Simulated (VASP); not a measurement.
A convergence study with VASP on Si (diamond): one setting is varied, all else stays as given below, so the limit is that of these other settings.

```yaml
crystal:
  lattice:
    - [0.00000, 2.71550, 2.71550]
    - [2.71550, 0.00000, 2.71550]
    - [2.71550, 2.71550, 0.00000]
  atoms:
    - { symbol: Si, position: [0.00000, 0.00000, 0.00000] }
    - { symbol: Si, position: [0.25000, 0.25000, 0.25000] }
```

All values below come from PBEsol GGA, VASP's PBE PAW potentials (set 64) (plane waves; VASP). The tightest run used: 550 eV cut-off, 17×17×17 Γ-centred mesh, Gaussian smearing of 0.050 eV, potentials Si.

Q: The settings run are 1×1×1 mesh; 2×2×2 mesh; 3×3×3 mesh; 4×4×4 mesh; 5×5×5 mesh; 6×6×6 mesh; 7×7×7 mesh; 8×8×8 mesh; 9×9×9 mesh; 10×10×10 mesh; 11×11×11 mesh; 12×12×12 mesh; 13×13×13 mesh; 14×14×14 mesh; 15×15×15 mesh; 16×16×16 mesh; 17×17×17 mesh. From which on does the stress (every component) stay within 0.1 GPa of the tightest run?

A: From 6×6×6 mesh on: it is off by 0.08 there and by no more than 0.1 in any finer run, while 5×5×5 mesh is off by 0.22.
```
setting        E (eV/atom)  pressure (GPa)  irreducible k-points  difference judged (GPa)
-------------  -----------  --------------  --------------------  -----------------------
1×1×1 mesh          2.8885           42.12                     1                    41.88
2×2×2 mesh         -4.4342            8.22                     3                     7.97
3×3×3 mesh         -5.4252            2.27                     4                     2.02
4×4×4 mesh         -5.6476            0.90                     8                     0.65
5×5×5 mesh         -5.7123            0.47                    10                     0.22
6×6×6 mesh         -5.7337            0.32                    16                     0.08
7×7×7 mesh         -5.7415            0.27                    20                     0.03
8×8×8 mesh         -5.7445            0.25                    29                     0.01
9×9×9 mesh         -5.7457            0.25                    35                     0.00
10×10×10 mesh      -5.7462            0.25                    47                     0.00
11×11×11 mesh      -5.7465            0.25                    56                     0.00
12×12×12 mesh      -5.7466            0.25                    72                     0.00
13×13×13 mesh      -5.7466            0.25                    84                     0.00
14×14×14 mesh      -5.7466            0.25                   104                     0.00
15×15×15 mesh      -5.7466            0.25                   120                     0.00
16×16×16 mesh      -5.7466            0.25                   145                     0.00
17×17×17 mesh      -5.7466            0.25                   165                     0.00
```

Left out are rungs that failed or repeat a setting and relaxations that didn't move; long series are thinned to 24 rows.

The compound is Si in the diamond structure. The cell was not relaxed at this level.
